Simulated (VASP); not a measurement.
These are revTPSS meta-GGA, VASP's PBE PAW potentials (set 64) (plane waves; VASP 6.6.1) values and carry that method's errors.

The input files of a VASP run:

**INCAR**
```
NELM = 100   ! most electronic steps
ENCUT = 520   ! plane-wave cut-off (eV)
LMAXMIX = 6   ! l cut-off of mixed one-centre charges
LEFG = .TRUE.
ALGO = Normal   ! blocked Davidson
NEDOS = 601
ISIF = 2
METAGGA = RTPSS
LASPH = .TRUE.   ! aspherical one-centre terms
EDIFF = 1E-7
LCHARG = .FALSE.
LWAVE = .FALSE.
LREAL = .FALSE.   ! projection in real space or not
PREC = Accurate
ISMEAR = -5
SYSTEM = PtS2
LORBIT = 11   ! lm-projected
LMIXTAU = .TRUE.
```

### KPOINTS_OPT
```
k-points along high-symmetry lines
6
Line-mode
Reciprocal
  0.000000   0.000000   0.000000 ! GAMMA
  0.500000  -0.000000   0.000000 ! M

  0.500000  -0.000000   0.000000 ! M
  0.333333   0.333333   0.000000 ! K

  0.333333   0.333333   0.000000 ! K
  0.000000   0.000000   0.000000 ! GAMMA

  0.000000   0.000000   0.000000 ! GAMMA
  0.000000   0.000000   0.500000 ! A

  0.000000   0.000000   0.500000 ! A
  0.500000  -0.000000   0.500000 ! L

  0.500000  -0.000000   0.500000 ! L
  0.333333   0.333333   0.500000 ! H

  0.333333   0.333333   0.500000 ! H
  0.000000   0.000000   0.500000 ! A

  0.500000  -0.000000   0.500000 ! L
  0.500000  -0.000000   0.000000 ! M

  0.333333   0.333333   0.500000 ! H
  0.333333   0.333333   0.000000 ! K
```

KPOINTS:
```
Automatic mesh
0
Gamma
8 8 4
0 0 0
```

**POSCAR**
```
PtS2
1
    1.7688315555    -3.0637061943     0.0000000000
    1.7688315555     3.0637061943    -0.0000000000
   -0.0000000000     0.0000000000     5.8735197890
Pt S
1 2
Direct
  0.0000000000   0.0000000000   0.0000000000
  0.3333330000   0.6666670000   0.2104176018
  0.6666670000   0.3333330000   0.7895823982
```

POTCAR, in this order: Pt S (PBE.64 set). Program: vasp_std.

The run wrote:

OSZICAR:
```
       N       E                     dE             d eps       ncg     rms          rms(c)
DAV:   1     0.160605078848E+03    0.16061E+03   -0.10427E+04  1058   0.132E+03
DAV:   2     0.293732015156E+02   -0.13123E+03   -0.12841E+03  1338   0.256E+02
DAV:   3     0.233376588347E+02   -0.60355E+01   -0.60086E+01  1372   0.629E+01
DAV:   4     0.232608654959E+02   -0.76793E-01   -0.76761E-01  1344   0.754E+00
DAV:   5     0.232593202211E+02   -0.15453E-02   -0.15452E-02  1449   0.100E+00    0.200E+01
DAV:   6     0.247761161468E+02    0.15168E+01   -0.20972E+01  1092   0.543E+01    0.122E+01
DAV:   7     0.233298138860E+02   -0.14463E+01   -0.33572E+00  1253   0.211E+01    0.418E+00
DAV:   8     0.233556687202E+02    0.25855E-01   -0.13330E-01  1281   0.342E+00    0.153E+00
DAV:   9     0.233527445636E+02   -0.29242E-02   -0.45486E-02  1281   0.191E+00    0.564E-01
DAV:  10     0.233413066678E+02   -0.11438E-01   -0.21339E-03  1253   0.593E-01    0.464E-01
DAV:  11     0.233584233394E+02    0.17117E-01   -0.54758E-03  1148   0.905E-01    0.215E-01
DAV:  12     0.233375727002E+02   -0.20851E-01   -0.46641E-03  1134   0.882E-01    0.465E-02
DAV:  13     0.233370523542E+02   -0.52035E-03   -0.18484E-04  1435   0.136E-01    0.343E-02
DAV:  14     0.233368613368E+02   -0.19102E-03   -0.15686E-04  1120   0.163E-01    0.199E-02
DAV:  15     0.233368409779E+02   -0.20359E-04   -0.32249E-05  1365   0.496E-02    0.121E-02
DAV:  16     0.233368263033E+02   -0.14675E-04   -0.51845E-06  1358   0.242E-02    0.102E-02
DAV:  17     0.233368218434E+02   -0.44598E-05   -0.21779E-06  1211   0.186E-02    0.642E-03
DAV:  18     0.233368212642E+02   -0.57923E-06   -0.45858E-07  1386   0.650E-03    0.187E-03
DAV:  19     0.233368212364E+02   -0.27809E-07   -0.26559E-07  1159   0.519E-03
   1 F= 0.23336821E+02 E0= 0.23336821E+02  d E =0.000000E+00
       N       E                     dE             ncg
       N       E                     dE             ncg
```

File OUTCAR:
```
------------------------ aborting loop because EDIFF is reached ----------------------------------------
  FORCE on cell =-STRESS in cart. coord.  units (eV):
  Direction    XX          YY          ZZ          XY          YZ          ZX
  --------------------------------------------------------------------------------------
  Total        0.0227613      0.0227613      0.0406759      0.0000000      0.0000000      0.0000000
  in kB        0.5728569      0.5728570      1.0237308      0.0000000      0.0000000      0.0000000
  external PRESSURE =       0.7231482 kB  Pullay stress =       0.0000000 kB
  volume of cell :       63.66
      direct lattice vectors                 reciprocal lattice vectors
     1.768831556 -3.063706194  0.000000000     0.282672479 -0.163201028  0.000000000
     1.768831556  3.063706194  0.000000000     0.282672479  0.163201028  0.000000000
     0.000000000  0.000000000  5.873519789     0.000000000  0.000000000  0.170255662
 POSITION                                       TOTAL-FORCE (eV/Angst)
 -----------------------------------------------------------------------------------
      0.00000      0.00000      0.00000         0.000000      0.000000      0.000000
      1.76883      1.02124      1.23589        -0.000000     -0.000000     -0.005773
      1.76883     -1.02124      4.63763        -0.000000      0.000000      0.005773
 -----------------------------------------------------------------------------------
    total drift:                                0.000000     -0.000000      0.000000
  FREE ENERGIE OF THE ION-ELECTRON SYSTEM (eV)
  ---------------------------------------------------
  free  energy   TOTEN  =        23.3368212364 eV

  energy  without entropy=       23.3368212364  energy(sigma->0) =       23.33682124

 total charge

# of ion       s       p       d       tot
------------------------------------------
    1        0.719   0.818   7.961   9.498
    2        1.348   2.281   0.000   3.628
    3        1.348   2.281   0.000   3.628
--------------------------------------------------
tot          3.415   5.380   7.961  16.755

 Electric field gradients after diagonalization (V/A^2)
 (convention: |V_zz| > |V_xx| > |V_yy|)
----------------------------------------------------------------------
 ion       V_xx      V_yy      V_zz     asymmetry (V_yy - V_xx)/ V_zz
----------------------------------------------------------------------
   1     -65.746   -65.745   131.491       0.000
   2      29.384    29.383   -58.768       0.000
   3      29.384    29.383   -58.768       0.000
```
(Selected blocks of OUTCAR.)

**OUTCAR**
```
 val. band max:        4.3661617935   @ k =   0.1250   0.1250   0.0000

 cond. band min:       5.7518722947   @ k =   0.0000   0.2500   0.2500


 Fermi energy:         4.3765018365

 k-point     1 :       0.0000    0.0000    0.0000
  band No.  band energies     occupation
      1     -10.2773      2.00000
      2      -7.9186      2.00000
      3      -1.6081      2.00000
      4      -1.5112      2.00000
      5      -1.5112      2.00000
      6       1.1044      2.00000
      7       1.1044      2.00000
      8       2.9698      2.00000
      9       3.8977      2.00000
     10       3.8977      2.00000
     11       4.1090      2.00000
     12       7.3653      0.00000
     13       7.3653      0.00000
     14      10.1026      0.00000
     15      10.1734      0.00000

 k-point     2 :       0.1250    0.0000    0.0000
  band No.  band energies     occupation
      1     -10.0803      2.00000
      2      -7.9665      2.00000
      3      -1.4906      2.00000
      4      -1.3968      2.00000
      5      -1.3856      2.00000
      6       0.8035      2.00000
      7       0.9600      2.00000
      8       2.4922      2.00000
      9       3.8570      2.00000
     10       3.9439      2.00000
     11       4.2758      2.00000
     12       6.5967      0.00000
     13       7.1645      0.00000
     14      10.9032      0.00000
     15      10.9676      0.00000

 k-point     3 :       0.2500    0.0000    0.0000
  band No.  band energies     occupation
      1      -9.5466      2.00000
      2      -8.0832      2.00000
      3      -1.4141      2.00000
      4      -1.1082      2.00000
      5      -0.8432      2.00000
      6      -0.1027      2.00000
      7       0.8126      2.00000
      8       1.9650      2.00000
      9       3.5298      2.00000
     10       3.6928      2.00000
     11       3.9818      2.00000
     12       6.2028      0.00000
     13       7.0281      0.00000
     14      10.6749      0.00000
     15      12.1659      0.00000
...
```

Without a dispersion term in the relaxation, distances and binding between the weakly bound layers, chains or molecules are unreliable, and so is what depends on them. Unless said otherwise, spin-orbit coupling is left out, though it shifts the bands of the heavy elements here.

The compound is PtS2 in the 1T layered structure. It was relaxed first, which changed the volume by +16 %.
